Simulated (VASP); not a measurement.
Output of a VASP run:

**OSZICAR**
```
       N       E                     dE             d eps       ncg     rms          rms(c)
DAV:   1     0.216099906318E+02    0.21610E+02   -0.38538E+03   608   0.818E+02
DAV:   2    -0.785379844581E+01   -0.29464E+02   -0.26425E+02   744   0.104E+02
DAV:   3    -0.889628912799E+01   -0.10425E+01   -0.10425E+01   688   0.254E+01
DAV:   4    -0.890200747004E+01   -0.57183E-02   -0.57183E-02   904   0.192E+00
DAV:   5    -0.890201292946E+01   -0.54594E-05   -0.54592E-05   728   0.564E-02    0.445E+00
DAV:   6    -0.854055499494E+01    0.36146E+00   -0.92663E-01   592   0.479E+00    0.350E+00
DAV:   7    -0.849984822887E+01    0.40707E-01   -0.23741E-01   728   0.261E+00    0.232E+00
DAV:   8    -0.849997076486E+01   -0.12254E-03   -0.13058E-02   656   0.966E-01    0.888E-01
DAV:   9    -0.849979840713E+01    0.17236E-03   -0.52533E-04   680   0.187E-01    0.268E-01
DAV:  10    -0.849983642272E+01   -0.38016E-04   -0.13486E-04   784   0.776E-02    0.129E-02
DAV:  11    -0.849983424978E+01    0.21729E-05   -0.19278E-05   688   0.230E-02    0.102E-02
DAV:  12    -0.849983425203E+01   -0.22509E-08   -0.38427E-07   776   0.533E-03
   1 F= -.89628816E+01 E0= -.89628816E+01  d E =-.160674E-10
```

OUTCAR:
```
------------------------ aborting loop because EDIFF is reached ----------------------------------------
 Edisp (eV)   -0.46305
  FORCE on cell =-STRESS in cart. coord.  units (eV):
  Direction    XX          YY          ZZ          XY          YZ          ZX
  --------------------------------------------------------------------------------------
  Total       0.00102     0.00102     0.00102    -0.00000    -0.00000     0.00000
  in kB       0.04701     0.04701     0.04701    -0.00000    -0.00000     0.00000
  external pressure =        0.05 kB  Pullay stress =        0.00 kB
  volume of cell :       34.93
      direct lattice vectors                 reciprocal lattice vectors
     0.000000000  2.594524199  2.594524199    -0.192713562  0.192713562  0.192713562
     2.594524199  0.000000000  2.594524199     0.192713562 -0.192713562  0.192713562
     2.594524199  2.594524199  0.000000000     0.192713562  0.192713562 -0.192713562
 POSITION                                       TOTAL-FORCE (eV/Angst)
 -----------------------------------------------------------------------------------
      0.00000      0.00000      0.00000        -0.000000      0.000000     -0.000000
      2.59452      2.59452      2.59452         0.000000     -0.000000      0.000000
 -----------------------------------------------------------------------------------
    total drift:                                0.000000      0.000000      0.000000
  FREE ENERGIE OF THE ION-ELECTRON SYSTEM (eV)
  ---------------------------------------------------
  free  energy   TOTEN  =        -8.9628816304 eV

  energy  without entropy=       -8.9628816304  energy(sigma->0) =       -8.96288163
```
(Selected blocks of OUTCAR.)

File POSCAR:
```
MgS
1
    0.0000000000     2.5945241995     2.5945241995
    2.5945241995     0.0000000000     2.5945241995
    2.5945241995     2.5945241995     0.0000000000
Mg S
1 1
Direct
  0.0000000000   0.0000000000   0.0000000000
  0.5000000000   0.5000000000   0.5000000000
```

Question: Reconstruct the remaining input files.

Answer: One answer among several that fit: the input of the run itself, PBE GGA with D3 dispersion (zero damping), plane waves, VASP's PBE PAW potentials (set 64).

### KPOINTS
```
Automatic mesh
0
Gamma
9 9 9
0 0 0
```

**INCAR**
```
SYSTEM = MgS
PREC = Accurate; ENCUT = 520; LREAL = F
LASPH = T
EDIFF = 1E-7; NELM = 100; ALGO = Normal
ISMEAR = 0; SIGMA = 0.05
GGA = PE; IVDW = 11
ISIF = 2
LWAVE = F; LCHARG = F
```

POTCAR, in this order: Mg S (PBE.64 set). Program: vasp_std.

The compound is MgS in the rock salt structure. It was relaxed first.
